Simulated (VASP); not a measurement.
Output of a VASP run:

OSZICAR:
```
       N       E                     dE             d eps       ncg     rms          rms(c)
DAV:   1     0.187135759148E+03    0.18714E+03   -0.13115E+04  5884   0.206E+03
DAV:   2     0.895097128723E+01   -0.17818E+03   -0.17633E+03  5890   0.406E+02
DAV:   3    -0.714060538566E+01   -0.16092E+02   -0.15938E+02  6654   0.132E+02
DAV:   4    -0.761115767345E+01   -0.47055E+00   -0.46926E+00  6710   0.248E+01
DAV:   5    -0.762885297986E+01   -0.17695E-01   -0.17695E-01  7778   0.431E+00    0.221E+00
DAV:   6    -0.761490735694E+01    0.13946E-01   -0.33881E-02  7586   0.281E+00    0.124E+00
DAV:   7    -0.761199740383E+01    0.29100E-02   -0.20870E-02  7598   0.215E+00    0.162E-01
DAV:   8    -0.761197547248E+01    0.21931E-04   -0.19084E-03  6670   0.646E-01    0.359E-02
DAV:   9    -0.761198410541E+01   -0.86329E-05   -0.55823E-05  7516   0.776E-02    0.141E-02
DAV:  10    -0.761198292988E+01    0.11755E-05   -0.75379E-06  6980   0.389E-02    0.185E-03
DAV:  11    -0.761198295317E+01   -0.23290E-07   -0.29597E-07  3220   0.789E-03
   1 F= -.76119830E+01 E0= -.76118356E+01  d E =-.761198E+01
       N       E                     dE             d eps       ncg     rms          rms(c)
DAV:   1    -0.761256773043E+01   -0.58480E-03   -0.12851E-02  6430   0.194E+00    0.127E-01
DAV:   2    -0.761212021256E+01    0.44752E-03   -0.82352E-04  6900   0.492E-01    0.575E-02
DAV:   3    -0.761201269509E+01    0.10752E-03   -0.33553E-04  7718   0.300E-01    0.760E-03
DAV:   4    -0.761200390998E+01    0.87851E-05   -0.12289E-05  6326   0.454E-02    0.241E-03
DAV:   5    -0.761200243010E+01    0.14799E-05   -0.42792E-07  3112   0.800E-03    0.992E-04
DAV:   6    -0.761200200986E+01    0.42023E-06   -0.22877E-07  3056   0.720E-03
   2 F= -.76120020E+01 E0= -.76118588E+01  d E =-.190567E-04
```

File OUTCAR:
```
------------------------ aborting loop because EDIFF is reached ----------------------------------------
  FORCE on cell =-STRESS in cart. coord.  units (eV):
  Direction    XX          YY          ZZ          XY          YZ          ZX
  --------------------------------------------------------------------------------------
  Total        0.0035280      0.0035280      0.0074244      0.0000000      0.0000000      0.0000000
  in kB        0.0997254      0.0997254      0.2098641      0.0000000      0.0000000      0.0000000
  external PRESSURE =       0.1364383 kB  Pullay stress =       0.0000000 kB
  volume of cell :       56.68
      direct lattice vectors                 reciprocal lattice vectors
    -2.963124077  2.963124077  1.613880291     0.000000000  0.168740825  0.309812322
     2.963124077 -2.963124077  1.613880291     0.168740825  0.000000000  0.309812322
     2.963124077  2.963124077 -1.613880291     0.168740825  0.168740825  0.000000000
 POSITION                                       TOTAL-FORCE (eV/Angst)
 -----------------------------------------------------------------------------------
      2.96312      0.00000      0.80694         0.000000     -0.000000     -0.000000
      2.96312      2.96312      1.61388        -0.000000      0.000000      0.000000
 -----------------------------------------------------------------------------------
    total drift:                               -0.000000      0.000000      0.000000
  FREE ENERGIE OF THE ION-ELECTRON SYSTEM (eV)
  ---------------------------------------------------
  free  energy   TOTEN  =        -7.6120020099 eV

  energy  without entropy=       -7.6115723625  energy(sigma->0) =       -7.61185879

 reached required accuracy - stopping structural energy minimisation
```
(Selected blocks of OUTCAR.)

### POSCAR
```
Sn
1
   -2.9620251298     2.9620251298     1.6128785834
    2.9620251298    -2.9620251298     1.6128785834
    2.9620251298     2.9620251298    -1.6128785834
Sn
2
Direct
  0.2500000000   0.7500000000   0.5000000000
  0.0000000000   1.0000000000   0.0000000000
```

Question: Write an INCAR and KPOINTS that could have produced this output.

Answer: Several could match; the one computed here: the input of the run itself, PBE GGA, plane waves, VASP's PBE PAW potentials (set 64).

### INCAR
```
ALGO=Normal
EDIFF=1E-6
EDIFFG=-0.01
ENCUT=400
GGA=PE
IBRION=2
ISIF=3
ISMEAR=1
LASPH=.True.
LCHARG=.False.
LMAXMIX=4
LREAL=.False.
LWAVE=.False.
NELM=100
NSW=60
PREC=Accurate
SIGMA=0.1
SYSTEM=Sn
```

KPOINTS:
```
Automatic mesh
0
Gamma
12 12 12
0 0 0
```

POTCAR, in this order: Sn_d (PBE.64 set). Program: vasp_std.

The compound is Sn in the beta structure. This run relaxes it. Symmetry was kept, so distortions that lower it aren't found. The start is the result of an earlier pass.
